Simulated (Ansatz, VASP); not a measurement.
# GaC: VASP beside Ansatz

One calculation is typed for both programs; each brings its own data sets. How far apart do they land? The cell is generated by rule, not measured, and may not be a known phase. Of the first pair: The two relaxations start from unlike cells of this crystal (the structure described is Ansatz's start), so only their ends are compared.

Calculated with Ansatz 0.2.0; plane waves, with VASP 6.6.1 beside it; relaxation of cell and atoms at PBEsol.

## (1) Set-up

Symmetry: Pm-3m, No. 221, cubic system. The conventional cell has a = 3.555 Å, b = 3.555 Å, c = 3.555 Å, α = 90.00°, β = 90.00°, γ = 90.00°. Nearest to Ga lie 8 C at 3.08 Å. C has 8 Ga at 3.08 Å nearest. Farther neighbours are not listed.

Coordinates:

```cif
data_structure
_symmetry_space_group_name_H-M 'P 1'
_symmetry_Int_Tables_number 1
_cell_length_a 3.5555
_cell_length_b 3.5555
_cell_length_c 3.5555
_cell_angle_alpha 90.000
_cell_angle_beta 90.000
_cell_angle_gamma 90.000
_cell_volume 44.95
loop_
_atom_site_label
_atom_site_type_symbol
_atom_site_fract_x
_atom_site_fract_y
_atom_site_fract_z
_atom_site_occupancy
Ga1 Ga 0.00000 0.00000 0.00000 1
C2 C 0.50000 0.50000 0.50000 1
```

## (2) VASP: relaxation of cell and atoms, PBEsol, pair 1

The relaxed volume is the usual yardstick between codes: in a stiff, nearly cubic crystal its relative difference is about their pressure difference at one cell divided by the bulk modulus.

Lines of VASP's logs that name or quote its potential files are left out, and so is its time.

File INCAR:

```
SYSTEM = GaC
PREC = Accurate
ENCUT = 600
EDIFF = 1E-07
NELM = 120
ISMEAR = 0
SIGMA = 0.1
LREAL = .FALSE.
ALGO = Normal
GGA = PS
NBANDS = 14
LORBIT = 11
LWAVE = .FALSE.
LCHARG = .FALSE.
ISIF = 3
IBRION = 2
NSW = 80
EDIFFG = -0.005
LASPH = .TRUE.
GGA_COMPAT = .FALSE.
NELMIN = 4
```

File POSCAR:

```
GaC
1.0
    2.7825957719      0.0000000000      0.0000000000
    0.0000000000      2.7825957719      0.0000000000
    0.0000000000      0.0000000000      2.7825957719
Ga C
1 1
Direct
    0.0000000000      0.0000000000      0.0000000000
    0.5000000000      0.5000000000      0.5000000000
```

File KPOINTS:

```
Automatic mesh
0
Gamma
6 6 6
0 0 0
```

The projector-augmented-wave data sets are Ga_d and C (PBE family, release 64).

On the command line:

```bash
mpirun -np 1 vasp_std
```

Numbers of over 12 decimals in the logs are rounded to 6 here.

The program printed:

```text
[banner, memory and clock lines left out]
running    1 mpi-ranks, on    1 nodes
 distrk:  each k-point on    1 cores,    1 groups
 distr:  one band on    1 cores,    1 groups

 POSCAR found type information on POSCAR GaC
 POSCAR found :  2 types and       2 ions
|                                                                             |
|               ----> ADVICE to this user running VASP <----                  |
|                                                                             |
|     You enforced a specific xc type in the INCAR file but a different       |
|     [... a line on the potential file left out ...]
|     I HOPE YOU KNOW WHAT YOU ARE DOING!                                     |
|                                                                             |

 LDA part: xc-table for (Slater+PW92), standard interpolation
 POSCAR, INCAR and KPOINTS ok, starting setup
 FFT: planning ... GRIDC
 FFT: planning ... GRID_SOFT
 FFT: planning ... GRID
 WAVECAR not read
 entering main loop
       N       E                     dE             d eps       ncg     rms          rms(c)
DAV:   1     0.655508211718E+02    0.65551E+02   -0.88535E+03   632   0.223E+03
DAV:   2    -0.515047705674E+01   -0.70701E+02   -0.66728E+02   626   0.321E+02
DAV:   3    -0.970303771834E+01   -0.45526E+01   -0.44077E+01   656   0.638E+01
DAV:   4    -0.976397138088E+01   -0.60934E-01   -0.60805E-01   622   0.724E+00
DAV:   5    -0.976492840907E+01   -0.95703E-03   -0.95701E-03   670   0.858E-01    0.352E+00
DAV:   6    -0.925993053397E+01    0.50500E+00   -0.96261E-01   764   0.279E+01    0.119E+00
DAV:   7    -0.923957829059E+01    0.20352E-01   -0.73372E-02   634   0.405E+00    0.689E-01
DAV:   8    -0.922892926168E+01    0.10649E-01   -0.18716E-02   722   0.141E+00    0.226E-01
DAV:   9    -0.922851385758E+01    0.41540E-03   -0.60380E-04   708   0.249E-01    0.782E-02
DAV:  10    -0.922851270338E+01    0.11542E-05   -0.38031E-05   750   0.564E-02    0.321E-02
DAV:  11    -0.922850795788E+01    0.47455E-05   -0.35685E-06   658   0.174E-02    0.306E-03
DAV:  12    -0.922850779292E+01    0.16495E-06   -0.97027E-08   452   0.300E-03    0.252E-04
DAV:  13    -0.922850778769E+01    0.52314E-08   -0.67248E-09   310   0.127E-03
   1 F= -.92285078E+01 E0= -.92235424E+01  d E =-.922851E+01
 curvature:   0.00 expect dE= 0.000E+00 dE for cont linesearch  0.000E+00
 trial: gam= 0.00000 g(F)=  0.000E+00 g(S)=  0.153E-04 ort = 0.000E+00 (trialstep = 0.100E+01)
 search vector abs. value=  0.153E-04
 bond charge predicted
       N       E                     dE             d eps       ncg     rms          rms(c)
DAV:   1    -0.922866940749E+01   -0.16161E-03   -0.20110E-03   602   0.102E+00    0.721E-02
DAV:   2    -0.922854859938E+01    0.12081E-03   -0.20786E-04   692   0.423E-01    0.355E-02
DAV:   3    -0.922851835189E+01    0.30247E-04   -0.24576E-05   686   0.101E-01    0.110E-02
DAV:   4    -0.922851392113E+01    0.44308E-05   -0.26018E-06   858   0.339E-02    0.374E-03
DAV:   5    -0.922851277473E+01    0.11464E-05   -0.97575E-07   698   0.153E-02    0.340E-04
DAV:   6    -0.922851277373E+01    0.99681E-09   -0.13153E-08   310   0.121E-03
   2 F= -.92285128E+01 E0= -.92235558E+01  d E =-.498604E-05
 trial-energy change:   -0.000005  1 .order   -0.000004   -0.000015    0.000006
 step:   0.7343(harm=  0.7066)  dis= 0.00000  next Energy=    -9.228514 (dE=-0.582E-05)
 reached required accuracy - stopping structural energy minimisation
```

From OUTCAR (step 2):

```text
ion  position               nearest neighbor table
   1  0.000  0.000  0.000-   2 2.41   2 2.41   2 2.41   2 2.41   2 2.41   2 2.41   2 2.41   2 2.41

  LATTYP: Found a simple cubic cell.
 ALAT       =     2.7825957719

 Subroutine GETGRP returns: Found 48 space group operations
 (whereof 48 operations were pure point group operations)

The static configuration has the point symmetry O_h .

 Found     20 irreducible k-points:

   k-points           NKPTS =     20   k-points in BZ     NKDIM =     20   number of bands    NBANDS=     14

   dimension x,y,z NGX =    24 NGY =   24 NGZ =   24
   dimension x,y,z NGXF=    48 NGYF=   48 NGZF=   48

   ENCUT  =  600.0 eV  44.10 Ry    6.64 a.u.   5.56  5.56  5.56*2*pi/ulx,y,z

   NELECT =      17.0000    total number of electrons

 k-points in reciprocal lattice and weights: Automatic mesh
   0.00000000  0.00000000  0.00000000       0.005
   0.16666667  0.00000000  0.00000000       0.028
   0.33333333  0.00000000  0.00000000       0.028
   0.50000000  0.00000000  0.00000000       0.014
   0.16666667  0.16666667  0.00000000       0.056
   0.33333333  0.16666667  0.00000000       0.111
   0.50000000  0.16666667  0.00000000       0.056
   0.33333333  0.33333333  0.00000000       0.056
   0.50000000  0.33333333  0.00000000       0.056
[...]
0.50000000  0.50000000  0.33333333       0.028
   0.50000000  0.50000000  0.50000000       0.005

 average (electrostatic) potential at core
       1 -62.5267       2 -48.1031

 E-fermi :   7.5462

 k-point     1 :       0.0000    0.0000    0.0000
  band No.  band energies     occupation
    ...
      5      -7.0072      2.00000
      6      -7.0072      2.00000
      7       7.3246      1.99828
      8       7.3246      1.99828
      9       7.3246      1.99828
     10       8.8962      0.00000
     11      16.4750      0.00000
     12      16.4750      0.00000
     13      21.5411      0.00000
     14      21.5411      0.00000

 k-point     2 :       0.1667    0.0000    0.0000
  band No.  band energies     occupation
    ...
      3      -7.1439      2.00000
      4      -7.0493      2.00000
      5      -7.0493      2.00000
      6      -7.0036      2.00000
      7       4.3861      2.00000
      8       7.7027      0.02692
      9       7.7027      0.02692
     10      10.3499      0.00000
     11      16.9370      0.00000
     12      17.0915      0.00000
    ...

 k-point     3 :       0.3333    0.0000    0.0000
  band No.  band energies     occupation
    ...
      3      -7.1319      2.00000
      4      -7.1319      2.00000
      5      -6.9964      2.00000
      6      -5.7185      2.00000
      7       0.6455      2.00000
      8       8.6045      0.00000
      9       8.6045      0.00000
     10      11.7308      0.00000
     11      15.6629      0.00000
     12      18.3311      0.00000
    ...

  Total        0.0060382      0.0060382      0.0060382      0.0000000      0.0000000      0.0000000
  in kB        0.4494955      0.4494955      0.4494955      0.0000000      0.0000000      0.0000000
  external PRESSURE =       0.4494955 kB  Pullay stress =       0.0000000 kB

  energy-cutoff  :      600.00
  volume of cell :       21.52
      direct lattice vectors                 reciprocal lattice vectors
     2.781619813  0.000000000  0.000000000     0.359502760  0.000000000 -0.000000000
    -0.000000000  2.781619813  0.000000000    -0.000000000  0.359502760  0.000000000
     0.000000000 -0.000000000  2.781619813    -0.000000000 -0.000000000  0.359502760

 POSITION                                       TOTAL-FORCE (eV/Angst)
 -----------------------------------------------------------------------------------
      0.00000      0.00000      0.00000         0.000000      0.000000      0.000000
      1.39081      1.39081      1.39081        -0.000000     -0.000000      0.000000
 -----------------------------------------------------------------------------------
    total drift:                                0.000000      0.000000      0.000000

  FREE ENERGIE OF THE ION-ELECTRON SYSTEM (eV)
  ---------------------------------------------------
  free  energy   TOTEN  =        -9.2285127737 eV

  energy  without entropy=       -9.2185987366  energy(sigma->0) =       -9.22355576

 reached required accuracy - stopping structural energy minimisation

 total charge
# of ion       s       p       d       tot
------------------------------------------
    1        0.879   0.650  10.076  11.604
    2        0.983   1.176   0.000   2.160
--------------------------------------------------
tot          1.862   1.826  10.076  13.764

[... 3 further parts left out ...]
```

This run has no spin polarisation. Its electron count is odd, so without a moment it is a metal by construction. The k-mesh is coarse for a metal. The run keeps the 48 symmetry operations of its start, so it cannot find a distortion of lower symmetry.

## (3) Ansatz: relaxation of cell and atoms, PBEsol, pair 1

Ansatz runs on its default PAW (the set named soft_2) files.

Its own start cell and the same functional, mesh and smearing now go to Ansatz, which takes its cutoff from its data sets.

File input.yaml:

```yaml
crystal:
  lattice:
    - [3.55547, 0.0, 0.0]
    - [0.0, 3.55547, 0.0]
    - [0.0, 0.0, 3.55547]
  atoms:
    - { symbol: Ga, position: [0.0, 0.0, 0.0] }
    - { symbol: C, position: [0.5, 0.5, 0.5] }
kpoints:
  mp_grid: { grid: [6, 6, 6] }
hamiltonian:
  xc: pbesol
scf:
  occupations: { method: gaussian, width: 0.1 }
output:
  forces: true
  stress: true
  eigenvalues: true
relax:
  adjacent_minimum: "off"
  f_tol: 0.05
  max_steps: 80
  cell: { stress_tol: 0.5 }
```

On the command line:

```bash
ansatz run input.yaml --threads 4 --pin off --max-ram 8192MiB --backend cpu --events-out ev --progress --plain --runs-dir out
```

The program printed:

```text
The last accepted step is kept in <dir> (removed where the run ends without a failure and the disk answers)
Engine: ansatz 0.2.0, aarch64-unknown-linux-gnu
Pseudopotentials: kind: paw
Pseudopotential: Ga, paw, valence charge 13, recommended cutoff 420 eV (normal), Ga.paw.azcp
Pseudopotential: C, paw, valence charge 4, recommended cutoff 420 eV (normal), C.paw.azcp
Functional definition: PBEsol
  exchange = pbesol_x
  correlation = pbesol_c
Crystal: 2 atoms, lattice volume = 44.946 Å³
Basis set: ecut = 420 eV, 895 PW (Γ), exchange–correlation on 48×48×48 points (8 copies of the dense FFT grid, shifted against one another)
Bands: 13, of which v1, the nominal top of the filled ones, is band 9 counted from 1 (8 counted from 0)
Symmetry: 48 space group operations
Space group: Pm-3m (ITA 221), of the structure as read, at distance tolerance 3.6e-5 Å
k-points: 20 of 216
Non-local potential: Ga, projectors of the file, l = 0: 2, l = 1: 2, l = 2: 3, l = 3: 1
Non-local potential: C, projectors of the file, l = 0: 2, l = 1: 2, l = 2: 1
PAW form: soft (Blöchl's): semilocal exchange-correlation on the pseudo side does not see the compensation charge
PAW frozen core: Ga, regenerated for the run's functional, and the local potential with it (the file was generated under x = pbe(κ = 0.804, μ = 0.219515), c = pbe(β = 0.066725))
PAW frozen core: C, regenerated for the run's functional, and the local potential with it (the file was generated under x = pbe(κ = 0.804, μ = 0.219515), c = pbe(β = 0.066725))
PAW one-centre angular grid: Ga, 590 points (default); XC on 64 Gauss nodes
PAW one-centre angular grid: C, 110 points (default); XC on 64 Gauss nodes
Initial density: superposition of atomic densities (neutral atoms: chi_scale 0, normalization atom), corrected by the library's trained network
Initial wavefunctions: pseudopotential atomic-orbital guess
Functional: x = pbesol(κ = 0.804, μ = 0.123457), c = pbesol(β = 0.046)
SCF iter   1: F=—  HF=-3983.512912 eV  |F-HF|=—  |Δ(HF+E_count)|=         —  Δρ=8.12e-3  dr2=5.18e-2  ethr=1.77e-3  ⟨swp⟩=5.0  Hψ=1297  notcnv=0
preconditioner: auto → none  [metal: Δε(μ)=0.100 eV  Ē_g=13.665 eV  σ=0.100 eV  W_gap=0.45  n_scr=6 (ndim 8)  ℏωp=22.8 eV  f_vac=0.000  D(μ)=2.28/eV (n_scr^D=18)  sad-step TF]
SCF iter   2: F=—  HF=-3983.506799 eV  |F-HF|=—  |Δ(HF+E_count)|=   6.11e-3  Δρ=5.70e-3  dr2=2.61e-2  ethr=3.05e-4  ⟨swp⟩=1.0  Hψ=420  notcnv=0
SCF iter   3: F=—  HF=-3983.501173 eV  |F-HF|=—  |Δ(HF+E_count)|=   5.63e-3  Δρ=9.94e-4  dr2=9.06e-4  ethr=1.53e-4  ⟨swp⟩=1.3  Hψ=266  notcnv=0
SCF iter   4: F=—  HF=-3983.500951 eV  |F-HF|=—  |Δ(HF+E_count)|=   2.22e-4  Δρ=2.94e-4  dr2=1.22e-5  ethr=5.33e-6  ⟨swp⟩=2.8  Hψ=420  notcnv=0
SCF iter   5: F=—  HF=-3983.500989 eV  |F-HF|=—  |Δ(HF+E_count)|=   3.77e-5  Δρ=4.35e-5  dr2=2.85e-7  ethr=7.15e-8  ⟨swp⟩=2.0  Hψ=421  notcnv=0
SCF iter   6: F=-3983.500990 eV  HF=-3983.500990 eV  |F-HF|=1.65e-9  |Δ(HF+E_count)|=   8.52e-7  Δρ=6.74e-6  dr2=1.35e-8  ethr=5.88e-10  ⟨swp⟩=5.5  Hψ=1160  notcnv=0
SCF 1 converged in 6 iterations: F = -3983.500990 eV  dr2 = 1.35e-8
  greatest PAW one-centre occupation: 0.995 electrons in one spin orbital (limit 2), on the Ga atom at site 0 (counted from 0), in its partial waves of l = 2
relax step   1: F+E_penalty+E_count = -3983.50098954 eV  Δ(F+E_penalty+E_count) = +0.000e0 eV  max|allowed force component| = 4.602e-31 eV/Å  Δτ_max = 0.0000 Å  P = -17.315 GPa  Ω = 44.946 Å³  (6 SCF iters, dr2 threshold 1.00e-7 eV, accepted)
[...]
relax step   5: F+E_penalty+E_count = -3986.06666666 eV  Δ(F+E_penalty+E_count) = -4.555e-1 eV  max|allowed force component| = 1.249e-30 eV/Å  Δτ_max = 0.0000 Å  P = -9.233 GPa  Ω = 23.337 Å³  energy of the carried Pulay correction = +2.166e-2 eV  (6 SCF iters, dr2 threshold 2.00e-7 eV, accepted)
[...]
relax step   6: F+E_penalty+E_count = -3986.09933528 eV  Δ(F+E_penalty+E_count) = -3.267e-2 eV  max|allowed force component| = 2.104e-30 eV/Å  Δτ_max = 0.0000 Å  P = +8.411 GPa  Ω = 20.390 Å³  energy of the carried Pulay correction = +2.569e-2 eV  (6 SCF iters, dr2 threshold 2.00e-7 eV, accepted)
[...]
relax step   7: F+E_penalty+E_count = -3986.12579392 eV  Δ(F+E_penalty+E_count) = -2.646e-2 eV  max|allowed force component| = 9.532e-31 eV/Å  Δτ_max = 0.0000 Å  P = -0.077 GPa  Ω = 21.527 Å³  energy of the carried Pulay correction = +2.410e-2 eV  (7 SCF iters, dr2 threshold 2.00e-7 eV, accepted)
[...]
relax step   8: F+E_penalty+E_count = -3986.12133779 eV  Δ(F+E_penalty+E_count) = +4.456e-3 eV  max|allowed force component| = 1.085e-30 eV/Å  Δτ_max = 0.0000 Å  P = -0.324 GPa  Ω = 21.527 Å³  stress off target by 3.24e-1 GPa  SCF on the basis re-selected at this cell (its energy is not comparable with the rows above)  (6 SCF iters)
basis re-selected at this cell: Δ(F+E_penalty+E_count) = +4.456e-3 eV, ΔP = -0.247 GPa vs the last step (what re-selecting the basis moved, of the pressure what is left beyond the Pulay correction that the steps carried, after the strain that the cell walked since its last selection, with what the two solves' SCF thresholds leave and, on support functions, any second-order correction that the steps lacked; it is no measure of the basis error at this ecutwfc). The dense FFT grid was sized anew with the basis: this SCF ran on 20×20×20 points, the steps before it on 24×24×24, so part of this shift can come from that change (see relax.cell in the input reference). [rest of the remark cut]
SCF converged after 6 iterations
Free energy (F): -3986.121338 eV
Harris-Foulkes:  -3986.121338 eV  (|F-HF|=9.09e-13)
Internal energy: -3986.111462 eV  (E = F + TS)
E sigma→0 (E₀):  -3986.116400 eV
Entropy (-TS):   -0.009876 eV (-4.938 meV/atom)
Fermi energy:    12.127649 eV
--- Per-component energies (eV) ---
  E_band       = 18.051594
  E_kinetic    = 196.836810
  E_local      = -1710.696863  (includes V_loc(G=0)·N_el)
  E_nonlocal   = 455.780097
  E_hartree    = 805.572180
  E_xc         = -114.961223
  E_vxc        = -115.811305  (∫ρ·V_xc dr)
  E_paw        = -2045.136297  (= ΣΔE_a)
  E_vpaw       = -419.201360  (= ΣTr[D̂ρ^β])
  E_aug_tail   = -0.000157  (compensation charges beyond the density's cutoff)
  E_ewald      = -1574.390088
  E_core_change = 0.884078  (= ΣΔE_core)
  E_smearing   = -0.009876  (= −TS)
  E_closure    = -0.000000  (closes the sum)
  Σ components = -3986.121338   (vs F -3986.121338, Δ=0.00e0)
--- Forces (eV/Å), atoms counted from 1 ---
  atom   1  Ga     0.00000000    -0.00000000     0.00000000
  atom   2  C      0.00000000    -0.00000000    -0.00000000
  max |Σ_I F_I| component: 2.04e-30 eV/Å
--- Stress (GPa, compression-positive) ---
       -0.323835      -0.000000      -0.000000
       -0.000000      -0.323835      -0.000000
       -0.000000      -0.000000      -0.323835
  P = ⅓ Tr σ = -0.3238 GPa (-3.238 kbar)
--- Band table (eV; the first three rows and the last of 20) ---
  k-point 0: bands = [... 5 lower, -2.4783, 11.9042, 11.9042, 11.9042, 13.4707, 21.0181, 21.0181, 26.1108]
  k-point 1: bands = [... 5 lower, -2.4748, 8.9667, 12.2819, 12.2819, 14.9254, 21.4773, 21.6464, 25.1267]
  k-point 2: bands = [... 5 lower, -1.1333, 5.2275, 13.1831, 13.1831, 16.3061, 20.2365, 22.8654, 23.0313]
  k-point 19: bands = [... 5 lower, 5.0442, 9.8860, 9.8860, 9.8860, 13.0998, 13.0998, 13.0998, 14.4420]
--- Relaxed structure (7 steps of the walk, 7 accepted, 1 SCFs on fresh bases) ---
  F+E_penalty+E_count = -3986.12133779 eV   max|allowed force component| = 1.085e-30 eV/Å   (the final SCF, on the basis selected at the relaxed cell)
  cell:  # Å, volume = 21.5271 Å³
    - [2.781815, 0, 0]
    - [0, 2.781815, 0]
    - [0, 0, 2.781815]
  atoms:
    - { symbol: Ga, position: [0, 0, 0] }
    - { symbol: C, position: [0.500000, 0.5, 0.500000] }
```

The column dr2 measures how far the density is from self-consistency, as an energy; F and HF (Harris–Foulkes) agree once it is small.

## (4) Side by side

Known differences besides the potentials themselves: the cutoff is 420 eV in Ansatz and 600 eV in VASP; Ansatz makes its cores anew for this functional, VASP keeps those of its PBE data sets; Ansatz adds a Pulay correction to the stress that steers its cell, VASP none. Total energies have different zeros and are not compared.

Compared:

| quantity | Ansatz | VASP | difference |
| --- | --- | --- | --- |
| volume (Å³) | 21.53 | 21.52 | +0.02 % |
| edge a after relaxation, in the typed setting (Å) | 2.782 | 2.782 | +0.01 % |

(Part 1 of 2 ends here.)

[Lines on the potential files, build, host, timing and source positions are cut from VASP's logs without a mark.]

[Logs are printed without paths, hosts, clocks, repeated set-up lines and the standing remarks that a program may print on its own settings, such as how far it seeks lower states.]

[Hosts, paths, dates, database ids (printed as entryN), source tags and the programs' standing remarks are cut or masked in the printed files.]
